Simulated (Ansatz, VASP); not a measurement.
# WC (Qusongite) in two plane-wave programs, part 2 of 2

Aim: how closely do two programs agree when they are given the same cell, functional and k mesh? The cell is taken from a series of runs on this material, whose earlier steps may have relaxed, scaled, displaced or heated it; both programs get it as it stands.

VASP 6.6.1 and Ansatz 0.2.0.

So far: The starting structure; Ansatz: zone-centre phonons, LDA; VASP: zone-centre phonons, LDA.

**3. VASP: zone-centre phonons, LDA (continued)**

Level of this step: LDA; plane waves and PAW (C, W) (VASP).

Numbers of over 12 decimals in the logs are rounded to 6 here.

Parts of OUTCAR (step 3):

```text
ion  position               nearest neighbor table
   1  0.667  0.333  0.500-   2 2.18   2 2.18   2 2.18   2 2.18   2 2.18   2 2.18
   2  0.000  0.000  0.000-   1 2.18   1 2.18   1 2.18   1 2.18   1 2.18   1 2.18

  LATTYP: Found a hexagonal cell.
 ALAT       =     2.8839292824
 C/A-ratio  =     0.9753474417

 Subroutine GETGRP returns: Found 12 space group operations
 (whereof 12 operations were pure point group operations)

The static configuration has the point symmetry D_3h.

 Found    333 irreducible k-points:

   k-points           NKPTS =    333   k-points in BZ     NKDIM =    333   number of bands    NBANDS=     11

   dimension x,y,z NGX =    24 NGY =   24 NGZ =   24
   dimension x,y,z NGXF=    48 NGYF=   48 NGZF=   48

   ENCUT  =  600.0 eV  44.10 Ry    6.64 a.u.   5.76  5.76  5.62*2*pi/ulx,y,z

   NELECT =      10.0000    total number of electrons

 k-points in reciprocal lattice and weights: Automatic mesh
   0.00000000  0.00000000  0.00000000       0.000
   0.05555556  0.00000000  0.00000000       0.001
   0.11111111  0.00000000  0.00000000       0.001
   0.16666667  0.00000000  0.00000000       0.001
   0.22222222  0.00000000  0.00000000       0.001
   0.27777778  0.00000000  0.00000000       0.001
   0.33333333  0.00000000  0.00000000       0.001
   0.38888889  0.00000000  0.00000000       0.001
   0.44444444  0.00000000  0.00000000       0.001
[...]
0.33333333  0.27777778  0.50000000       0.002
   0.33333333  0.33333333  0.50000000       0.000

 average (electrostatic) potential at core
       1 -49.9263       2 -37.2118

  Total        0.0561147      0.0561147      0.1085245      0.0000000     -0.0000000     -0.0000000
  in kB        4.4375547      4.4375547      8.5821203      0.0000000     -0.0000000     -0.0000000
  external PRESSURE =       5.8190766 kB  Pullay stress =       0.0000000 kB

  energy-cutoff  :      600.00
  volume of cell :       20.26
      direct lattice vectors                 reciprocal lattice vectors
     2.883929282  0.000000000  0.000000000     0.346749141  0.200195710  0.000000000
    -1.441964641  2.497556021  0.000000000     0.000000000  0.400391419  0.000000000
     0.000000000  0.000000000  2.812833048     0.000000000  0.000000000  0.355513457

 POSITION                                       TOTAL-FORCE (eV/Angst)
 -----------------------------------------------------------------------------------
      1.44196      0.83252      1.40642        -0.000000      0.000000      0.000000
      0.00000      0.00000      0.00000         0.000000      0.000000      0.000000
 -----------------------------------------------------------------------------------
    total drift:                               -0.000000      0.000000      0.000000

 Eigenvectors and eigenvalues of the dynamical matrix
 ----------------------------------------------------

   1 f  =   19.012161 THz   119.456929 2PiTHz  634.177421 cm-1    78.627944 meV
             X         Y         Z           dx          dy          dz
      1.441965  0.832519  1.406417     0.000000    0.968853    0.000000
      0.000000  0.000000  0.000000     0.000000   -0.247636    0.000000

   2 f  =   19.012161 THz   119.456929 2PiTHz  634.177421 cm-1    78.627944 meV
             X         Y         Z           dx          dy          dz
      1.441965  0.832519  1.406417     0.968853   -0.000000    0.000000
      0.000000  0.000000  0.000000    -0.247636    0.000000    0.000000

   3 f  =   18.242564 THz   114.621412 2PiTHz  608.506446 cm-1    75.445150 meV
             X         Y         Z           dx          dy          dz
      1.441965  0.832519  1.406417    -0.000000    0.000000    0.968843
      0.000000  0.000000  0.000000     0.000000    0.000000   -0.247677

   4 f/i=    0.000013 THz     0.000081 2PiTHz    0.000429 cm-1     0.000053 meV
             X         Y         Z           dx          dy          dz
      1.441965  0.832519  1.406417     0.002829   -0.247620   -0.000000
      0.000000  0.000000  0.000000     0.011066   -0.968790    0.000000

   5 f/i=    0.000013 THz     0.000081 2PiTHz    0.000429 cm-1     0.000053 meV
             X         Y         Z           dx          dy          dz
      1.441965  0.832519  1.406417    -0.247620   -0.002829    0.000000
      0.000000  0.000000  0.000000    -0.968790   -0.011066    0.000000

   6 f/i=    0.000744 THz     0.004672 2PiTHz    0.024804 cm-1     0.003075 meV
             X         Y         Z           dx          dy          dz
      1.441965  0.832519  1.406417     0.000000    0.000000   -0.247677
      0.000000  0.000000  0.000000    -0.000000    0.000000   -0.968843

 ELASTIC MODULI CONTR FROM IONIC RELAXATION (kBar)
 Direction    XX          YY          ZZ          XY          YZ          ZX
 --------------------------------------------------------------------------------
 XX        -172.7656    172.7656      0.0000      0.0000      0.0000      0.0000
 YY         172.7656   -172.7656      0.0000     -0.0000      0.0000      0.0000
 ZZ           0.0000      0.0000      0.0000      0.0000      0.0000      0.0000
 XY           0.0000     -0.0000      0.0000   -172.7656      0.0000      0.0000
 YZ           0.0000      0.0000      0.0000      0.0000      0.0000      0.0000
 ZX           0.0000      0.0000      0.0000      0.0000      0.0000      0.0000
 --------------------------------------------------------------------------------
```

Energies printed during the response cycles are not total energies of the cell.

**4. Side by side**

Known differences besides the potentials themselves: the two LDA forms differ slightly; the data sets hold 18 valence electrons in Ansatz (on its PAW soft_1 files) and 10 in VASP; the cutoff is 420 eV in Ansatz and 600 eV in VASP; VASP's log shows a relativistic correction to its local exchange, Ansatz's none. Total energies have different zeros and are not compared.

Both answers:

| quantity | Ansatz | VASP | difference |
| --- | --- | --- | --- |
| optical mode 1 (cm⁻¹) | 601.3 | 608.5 | -1.18 % |
| optical mode 2 to 3 (cm⁻¹) | 626.6 | 634.2 | -1.19 % |

Modes are paired by rising frequency, not by their patterns, so a pair may set unlike modes beside each other; they are those without the splitting of longitudinal modes.

**5. Results**

| Quantity | Value |
| --- | --- |
| r.m.s. difference of the optical zone-centre modes, each program's sorted by frequency (zone-centre phonons, LDA) | 7.4 cm⁻¹ |
| difference in optical mode 2 to 3 (zone-centre phonons, LDA) | -1.2 % |

**Reading.** The r.m.s. difference of the optical zone-centre modes, each program's sorted by frequency is 7.4 cm⁻¹ (zone-centre phonons, LDA). The data sets hold unlike numbers of valence electrons (18 in Ansatz and 10 in VASP), so part of the differences comes from the potentials. Among the rows given in per cent, the largest difference of the zone-centre phonons, LDA pair is in optical mode 2 to 3, -1.2 %. Such differences can come from data sets, numerical settings and the points named under the comparisons, not from the functional's error against experiment.

[Lines on the potential files, build, host, timing and source positions are cut from VASP's logs without a mark.]

[Logs are printed without paths, hosts, clocks, repeated set-up lines and the standing remarks that a program may print on its own settings, such as how far it seeks lower states.]

[Hosts, paths, dates, database ids (printed as entryN), source tags and the programs' standing remarks are cut or masked in the printed files.]
